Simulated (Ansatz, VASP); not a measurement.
# Sn: VASP beside Ansatz

One calculation is typed for both programs; each brings its own data sets. How far apart do they land? The cell is taken from a series of runs on this material, whose earlier steps may have relaxed, scaled, displaced or heated it; both programs get it as it stands.

Calculated with Ansatz 0.2.0; plane waves, with VASP 6.6.1 beside it; zone-centre phonons at PBEsol.

## 1. The structure

Symmetry: I4_1/amd, No. 141, tetragonal system. Conventional cell: a = 4.594 Å, b = 4.594 Å, c = 6.670 Å, α = 90.00°, β = 90.00°, γ = 90.00°. Sn has 4 Sn at 2.84 Å nearest. That group holds within 0.01 Å; judged at 0.001 Å it is C2/m (No. 12).

As a file:

```cif
data_structure
_symmetry_space_group_name_H-M 'I4_1/amd:1'
_symmetry_Int_Tables_number 141
_cell_length_a 4.5937
_cell_length_b 4.5937
_cell_length_c 6.6701
_cell_angle_alpha 90.000
_cell_angle_beta 90.000
_cell_angle_gamma 90.000
_cell_volume 140.75
loop_
_atom_site_label
_atom_site_type_symbol
_atom_site_symmetry_multiplicity
_atom_site_Wyckoff_symbol
_atom_site_fract_x
_atom_site_fract_y
_atom_site_fract_z
_atom_site_occupancy
Sn1 Sn 4 b 0.50000 0.50000 0.00000 1
```

## 2. Ansatz: zone-centre phonons, PBEsol

Ansatz runs on its PAW soft_1 files.

Second derivatives magnify differences that forces hide, and they need a tight electronic threshold.

The input, input.yaml:

```yaml
crystal:
  lattice:
    - [0.0, 3.2482471655, 3.3350605446]
    - [3.2482471655, 0.0, 3.3350605446]
    - [3.2482471655, 3.2482471655, 0.0]
  atoms:
    - { symbol: Sn, position: [0.5000018571, 0.5000018571, 0.4998288945] }
    - { symbol: Sn, position: [0.7499981429, 0.7499981429, 0.7501711055] }
kpoints:
  mp_grid: { grid: [12, 12, 12], shift: [0.5, 0.5, 0.5] }
hamiltonian:
  xc: pbesol
  pseudopotentials: { kind: paw, azcp: { folder: soft_1 }, xc_functional: pbe }
scf:
  occupations: { method: gaussian, width: 0.015 }
output:
  eigenvalues: true
phonons:
  method: dfpt
```

Launch:

```
ansatz run input.yaml --threads 4 --pin off --max-ram 10240MiB --backend cpu --events-out ev --progress --plain --runs-dir out
```

Numbers of over 12 decimals in the logs are rounded to 6 here.

Log:

```text
Engine: ansatz 0.2.0, aarch64-unknown-linux-gnu
Pseudopotentials: kind: paw
Pseudopotential: Sn, paw, valence charge 14, recommended cutoff 420 eV (normal), soft_1/Sn.paw.azcp
Functional definition: PBEsol
  exchange = pbesol_x
  correlation = pbesol_c
Crystal: 2 atoms, lattice volume = 70.377 Å³
Basis set: ecut = 420 eV, 1387 PW (Γ), exchange–correlation on 64×64×64 points (8 copies of the dense FFT grid, shifted against one another)
Bands: 18, of which v1, the nominal top of the filled ones, is band 14 counted from 1 (13 counted from 0)
Symmetry: 4 space group operations
k-points: 864 of 1728 (irreducible under 1 space group operation, time reversal used)
Non-local potential: Sn, projectors of the file, l = 0: 2, l = 1: 2, l = 2: 2, l = 3: 1
PAW form: soft (Blöchl's): semilocal exchange-correlation on the pseudo side does not see the compensation charge
PAW frozen core: Sn, regenerated for the run's functional, and the local potential with it (the file was generated under x = pbe(κ = 0.804, μ = 0.219515), c = pbe(β = 0.066725))
PAW one-centre angular grid: Sn, 590 points (default); XC on 64 Gauss nodes
Initial density: superposition of atomic densities (chi_scale 0.1, normalization cell)
Initial wavefunctions: pseudopotential atomic-orbital guess
Functional: x = pbesol(κ = 0.804, μ = 0.123457), c = pbesol(β = 0.046)
SCF iter   1: F=—  HF=-11899.711863 eV  |F-HF|=—  |Δ(HF+E_count)|=         —  Δρ=2.10e-2  dr2=3.29e-1  ethr=3.10e-3  ⟨swp⟩=6.0  Hψ=86254  notcnv=0
preconditioner: auto → Kerker (q_TF=auto, 2.340 Å⁻¹)  [metal: Δε(μ)=0.007 eV  Ē_g=19.840 eV  σ=0.015 eV  W_gap=0.27  n_scr=14 (ndim 8)  ℏωp=23.4 eV  f_vac=0.008  D(μ)=0.16/eV (n_scr^D=0)]
SCF iter   2: F=—  HF=-11899.671656 eV  |F-HF|=—  |Δ(HF+E_count)|=   4.02e-2  Δρ=1.37e-2  dr2=1.57e-1  ethr=1.17e-3  ⟨swp⟩=2.0  Hψ=25293  notcnv=0
preconditioner: auto → none  [insulator: Δε(μ)=0.031 eV  Ē_g=19.964 eV  σ=0.015 eV  W_gap=0.85  n_scr=14 (ndim 8)  ℏωp=23.4 eV  f_vac=0.013 (ignored in choosing the arm: the first look at the density read no void)  D(μ)=0.06/eV (n_scr^D=0)  ε∞_Penn≈2.4]
SCF iter   3: F=—  HF=-11899.643890 eV  |F-HF|=—  |Δ(HF+E_count)|=   2.78e-2  Δρ=2.33e-3  dr2=3.96e-3  ethr=5.62e-4  ⟨swp⟩=2.0  Hψ=22464  notcnv=0
SCF iter   4: F=—  HF=-11899.642980 eV  |F-HF|=—  |Δ(HF+E_count)|=   9.11e-4  Δρ=5.95e-4  dr2=2.26e-4  ethr=1.42e-5  ⟨swp⟩=2.3  Hψ=31501  notcnv=0
SCF iter   5: F=—  HF=-11899.643206 eV  |F-HF|=—  |Δ(HF+E_count)|=   2.27e-4  Δρ=1.04e-4  dr2=1.00e-5  ethr=8.06e-7  ⟨swp⟩=2.0  Hψ=30873  notcnv=0
SCF iter   6: F=—  HF=-11899.643213 eV  |F-HF|=—  |Δ(HF+E_count)|=   6.70e-6  Δρ=2.35e-5  dr2=3.88e-7  ethr=3.58e-8  ⟨swp⟩=3.0  Hψ=27648  notcnv=0
SCF iter   7: F=—  HF=-11899.643213 eV  |F-HF|=—  |Δ(HF+E_count)|=   3.44e-7  Δρ=4.90e-6  dr2=2.38e-8  ethr=1.38e-9  ⟨swp⟩=2.0  Hψ=27648  notcnv=0
SCF iter   8: F=—  HF=-11899.643213 eV  |F-HF|=—  |Δ(HF+E_count)|=   6.34e-9  Δρ=4.08e-7  dr2=9.61e-11  ethr=8.49e-11  ⟨swp⟩=2.0  Hψ=27648  notcnv=0
SCF iter   9: F=-11899.643213 eV  HF=-11899.643213 eV  |F-HF|=0.00e0  |Δ(HF+E_count)|=  1.27e-10  Δρ=7.43e-8  dr2=2.01e-12  ethr=1.00e-12  ⟨swp⟩=7.3  Hψ=73307  notcnv=0
SCF 1 converged in 9 iterations: F = -11899.643213 eV  dr2 = 2.01e-12
  greatest PAW one-centre occupation: 0.991 electrons in one spin orbital (limit 2), on the Sn atom at site 1 (counted from 0), in its partial waves of l = 2
DFPT response loops at Γ: preconditioner auto → Kerker (q_TF=auto, 2.340 Å⁻¹) (partly filled bands, converged f_vac=0.087); β = 1.00, the filter's whole step (`scf.mixing.beta` (0.50) is not read by the response loops under this deck's `scf.mixing.preconditioner`; to damp them name `kerker` or `kerker_dos`, under which they read `scf.mixing.beta`, and type it under 1.00, their step now; both keys bind the ground state too); Broyden in place of MSR1
SCF converged after 9 iterations
Free energy (F): -11899.643213 eV
Harris-Foulkes:  -11899.643213 eV  (|F-HF|=0.00e0)
Internal energy: -11899.643213 eV  (E = F + TS)
E sigma→0 (E₀):  -11899.643213 eV
Entropy (-TS):   -0.000000 eV (-0.000 meV/atom)
Fermi energy:    7.368221 eV
--- Per-component energies (eV) ---
  E_band       = -258.597784
  E_kinetic    = 336.582244
  E_local      = -2658.018817  (includes V_loc(G=0)·N_el)
  E_nonlocal   = 293.773643
  E_hartree    = 1288.876487
  E_xc         = -248.822642
  E_vxc        = -160.119898  (∫ρ·V_xc dr)
  E_paw        = -8592.607637  (= ΣΔE_a)
  E_vpaw       = -648.568468  (= ΣTr[D̂ρ^β])
  E_aug_tail   = 0.000580  (compensation charges beyond the density's cutoff)
  E_ewald      = -2319.996748
  E_core_change = 0.569679  (= ΣΔE_core)
  E_smearing   = -0.000000  (= −TS)
  E_closure    = 0.000000  (closes the sum)
  Σ components = -11899.643213   (vs F -11899.643213, Δ=0.00e0)
--- Band table (eV; the first three rows and the last of 864) ---
  k-point 0: bands = [... 10 lower, -3.0601, 6.2006, 7.3293, 7.4675, 7.6141, 9.5174, 9.5198, 9.6312]
  k-point 1: bands = [... 10 lower, -2.9719, 5.4232, 6.9406, 7.4061, 7.9788, 9.6134, 9.6244, 10.1772]
  k-point 2: bands = [... 10 lower, -2.7568, 4.2668, 6.5865, 7.1492, 7.9647, 9.9590, 10.0932, 10.9488]
  k-point 863: bands = [... 10 lower, -1.4989, 1.1529, 6.0690, 6.2417, 7.4665, 10.5156, 10.6189, 12.9894]
--- Phonons (Γ-DFPT): 2 representative perturbations + reference, on 864 of 1728 k-points (Σ response iterations 6) ---
  k mesh reduced under 1 symmetry operation, with k and −k counted as one. Each operation leaves every solved perturbation unchanged. A smaller set is not used because it would not reduce the number of displacements times k-points to solve
  ASR residual: 9.101e-5 → 0.000e0 eV/Å²; symmetrization residual: 1.789e-6 eV/Å²
  ASR residual per site (eV/Å²): 9.10e-5 9.10e-5
  Γ frequencies (cm⁻¹): 0.00 0.00 0.00 181.03 184.99 187.44
  non-analytic LO–TO correction: not included (Born effective charges unavailable; polar crystals: no LO–TO splitting at Γ)
```

[end of part 1 of 3]

[Lines on the potential files, build, host, timing and source positions are cut from VASP's logs without a mark.]

[Logs are printed without paths, hosts, clocks, repeated set-up lines and the standing remarks that a program may print on its own settings, such as how far it seeks lower states.]

[Hosts, paths, dates, database ids (printed as entryN), source tags and the programs' standing remarks are cut or masked in the printed files.]
